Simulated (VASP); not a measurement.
Calculation: r2SCAN meta-GGA, VASP's PBE PAW potentials (set 64) (plane waves; VASP 6.6.1).

A VASP calculation is set up with these files.

File KPOINTS:
```
Automatic mesh
0
Gamma
12 12 12
0 0 0
```

### POSCAR
```
TiC
1
    2.7084580349     0.0000000000    -0.0000000000
   -0.0000000000     2.7084580349    -0.0000000000
    0.0000000000     0.0000000000     2.7084580349
Ti C
1 1
Direct
  0.0000000000   0.0000000000   1.0000000000
  0.5000000000   0.5000000000   0.5000000000
```

### INCAR
```
# general
SYSTEM  = TiC
PREC    = Accurate
ENCUT   = 520
LREAL   = .False.
LASPH   = .True.

# electronic loop
EDIFF   = 1E-6
NELM    = 100
ALGO    = Normal
LMAXMIX = 4
LMIXTAU = .True.

# smearing
ISMEAR  = 1
SIGMA   = 0.1

# functional
METAGGA = R2SCAN

# ions
IBRION  = 2
NSW     = 60
ISIF    = 3
EDIFFG  = -0.01

# output
LWAVE   = .False.
LCHARG  = .False.
```

POTCAR, in this order: Ti_sv C (PBE.64 set). Program: vasp_std.

Output

### OUTCAR
```
 ion  position               nearest neighbor table
   1  0.000  0.000  0.000-   2 2.35   2 2.35   2 2.35   2 2.35   2 2.35   2 2.35   2 2.35   2 2.35
  LATTYP: Found a simple cubic cell.
 ALAT       =     2.7084580349
 Subroutine PRICEL returns:
 Original cell was already a primitive cell.
 Subroutine GETGRP returns: Found 48 space group operations
The static configuration has the point symmetry O_h .
The dynamic configuration has the point symmetry O_h .
 Subroutine INISYM returns: Found 48 space group operations
 Subroutine IBZKPT returns following result:
 Found     84 irreducible k-points:

 Following reciprocal coordinates:
            Coordinates               Weight
  0.000000  0.000000  0.000000      1.000000
  0.083333  0.000000  0.000000      6.000000
  0.166667  0.000000  0.000000      6.000000
  0.250000  0.000000  0.000000      6.000000
  0.333333  0.000000  0.000000      6.000000
  0.416667  0.000000  0.000000      6.000000
  0.500000  0.000000  0.000000      3.000000
  0.083333  0.083333  0.000000     12.000000
  0.166667  0.083333  0.000000     24.000000
  0.250000  0.083333  0.000000     24.000000
  0.333333  0.083333  0.000000     24.000000
  0.416667  0.083333  0.000000     24.000000
  0.500000  0.083333  0.000000     12.000000
  0.166667  0.166667  0.000000     12.000000
  0.250000  0.166667  0.000000     24.000000
  0.333333  0.166667  0.000000     24.000000
  0.416667  0.166667  0.000000     24.000000
  0.500000  0.166667  0.000000     12.000000
  0.250000  0.250000  0.000000     12.000000
  0.333333  0.250000  0.000000     24.000000
  0.416667  0.250000  0.000000     24.000000
  0.500000  0.250000  0.000000     12.000000
  0.333333  0.333333  0.000000     12.000000
  0.416667  0.333333  0.000000     24.000000
  0.500000  0.333333  0.000000     12.000000
...
```

### OSZICAR
```
       N       E                     dE             d eps       ncg     rms          rms(c)
DAV:   1     0.112857155828E+03    0.11286E+03   -0.86498E+03  2016   0.164E+03
DAV:   2    -0.205460876232E+02   -0.13340E+03   -0.12693E+03  2100   0.393E+02
DAV:   3    -0.309784759334E+02   -0.10432E+02   -0.95299E+01  2760   0.994E+01
DAV:   4    -0.314043750161E+02   -0.42590E+00   -0.42446E+00  2568   0.191E+01
DAV:   5    -0.314196611057E+02   -0.15286E-01   -0.15283E-01  2888   0.317E+00    0.171E+01
DAV:   6    -0.238071664092E+02    0.76125E+01   -0.39198E+01  2732   0.857E+01    0.108E+01
DAV:   7    -0.223634025985E+02    0.14438E+01   -0.10209E+01  2624   0.375E+01    0.457E+00
DAV:   8    -0.222564344815E+02    0.10697E+00   -0.74231E-01  2400   0.735E+00    0.250E+00
DAV:   9    -0.223150360665E+02   -0.58602E-01   -0.31016E-01  2456   0.822E+00    0.170E+00
DAV:  10    -0.222716695617E+02    0.43367E-01   -0.30106E-01  2444   0.750E+00    0.535E-01
DAV:  11    -0.222724756306E+02   -0.80607E-03   -0.84063E-03  2348   0.102E+00    0.481E-01
DAV:  12    -0.222724808452E+02   -0.52146E-05   -0.43644E-04  2772   0.260E-01    0.472E-01
DAV:  13    -0.222682085317E+02    0.42723E-02   -0.15815E-02  2292   0.134E+00    0.209E-01
DAV:  14    -0.222690265298E+02   -0.81800E-03   -0.26039E-03  2260   0.586E-01    0.165E-01
DAV:  15    -0.222689323442E+02    0.94186E-04   -0.22723E-04  2648   0.197E-01    0.876E-02
DAV:  16    -0.222689163658E+02    0.15978E-04   -0.97734E-05  2048   0.155E-01    0.219E-02
DAV:  17    -0.222689209450E+02   -0.45792E-05   -0.39515E-05  2480   0.515E-02    0.144E-02
DAV:  18    -0.222689216180E+02   -0.67296E-06   -0.76909E-06  2108   0.370E-02
   1 F= -.22268922E+02 E0= -.22268608E+02  d E =-.222689E+02
       N       E                     dE             d eps       ncg     rms          rms(c)
DAV:   1    -0.222693753716E+02   -0.45443E-03   -0.95028E-03  2100   0.160E+00    0.206E-01
DAV:   2    -0.222692011742E+02    0.17420E-03   -0.33041E-03  2564   0.829E-01    0.128E-01
DAV:   3    -0.222689064895E+02    0.29468E-03   -0.90364E-04  2608   0.319E-01    0.365E-02
DAV:   4    -0.222688989186E+02    0.75708E-05   -0.13203E-04  2200   0.130E-01    0.121E-02
DAV:   5    -0.222689031429E+02   -0.42243E-05   -0.57765E-06  2284   0.289E-02    0.702E-03
DAV:   6    -0.222689095696E+02   -0.64266E-05   -0.14136E-05  2608   0.283E-02    0.535E-03
DAV:   7    -0.222689105071E+02   -0.93749E-06   -0.12978E-06  1456   0.889E-03
   2 F= -.22268911E+02 E0= -.22268591E+02  d E =0.111109E-04
       N       E                     dE             d eps       ncg     rms          rms(c)
DAV:   1    -0.222691484693E+02   -0.23890E-03   -0.46991E-03  2108   0.112E+00    0.145E-01
DAV:   2    -0.222690803981E+02    0.68071E-04   -0.17019E-03  2580   0.573E-01    0.916E-02
DAV:   3    -0.222689292554E+02    0.15114E-03   -0.46701E-04  2604   0.226E-01    0.242E-02
DAV:   4    -0.222689251391E+02    0.41162E-05   -0.56607E-05  2184   0.899E-02    0.755E-03
DAV:   5    -0.222689258985E+02   -0.75939E-06   -0.31651E-06  2092   0.199E-02
   3 F= -.22268926E+02 E0= -.22268612E+02  d E =-.428053E-05
```

File OUTCAR:
```
------------------------ aborting loop because EDIFF is reached ----------------------------------------
  FORCE on cell =-STRESS in cart. coord.  units (eV):
  Direction    XX          YY          ZZ          XY          YZ          ZX
  --------------------------------------------------------------------------------------
  Total        0.0079465      0.0079465      0.0079465     -0.0000000     -0.0000000     -0.0000000
  in kB        0.6410906      0.6410906      0.6410906     -0.0000000     -0.0000000     -0.0000000
  external PRESSURE =       0.6410906 kB  Pullay stress =       0.0000000 kB
  volume of cell :       19.86
      direct lattice vectors                 reciprocal lattice vectors
     2.708047329 -0.000000000  0.000000000     0.369269765  0.000000000  0.000000000
    -0.000000000  2.708047329  0.000000000     0.000000000  0.369269765  0.000000000
    -0.000000000 -0.000000000  2.708047329    -0.000000000 -0.000000000  0.369269765
 POSITION                                       TOTAL-FORCE (eV/Angst)
 -----------------------------------------------------------------------------------
      0.00000      0.00000      0.00000         0.000000      0.000000      0.000000
      1.35402      1.35402      1.35402        -0.000000     -0.000000      0.000000
 -----------------------------------------------------------------------------------
    total drift:                               -0.000000      0.000000     -0.000000
  FREE ENERGIE OF THE ION-ELECTRON SYSTEM (eV)
  ---------------------------------------------------
  free  energy   TOTEN  =       -22.2689258985 eV

  energy  without entropy=      -22.2679856194  energy(sigma->0) =      -22.26861247

 reached required accuracy - stopping structural energy minimisation
```
(Selected blocks of OUTCAR.)

**CONTCAR**
```
TiC
   1.00000000000000
     2.7080473288339304   -0.0000000000000000    0.0000000000000000
    -0.0000000000000000    2.7080473288339304    0.0000000000000000
    -0.0000000000000000   -0.0000000000000000    2.7080473288339304
  Ti              C
     1     1
Direct
     0.0000000000000000    0.0000000000000000    0.0000000000000000
     0.5000000000000000    0.5000000000000000    0.5000000000000000
```

The structure was generated: TiC was put into the CsCl type type (Pm-3m), which need not be its known phase. This run relaxes it. Symmetry was kept, so distortions that lower it aren't found. The start is the result of an earlier pass.
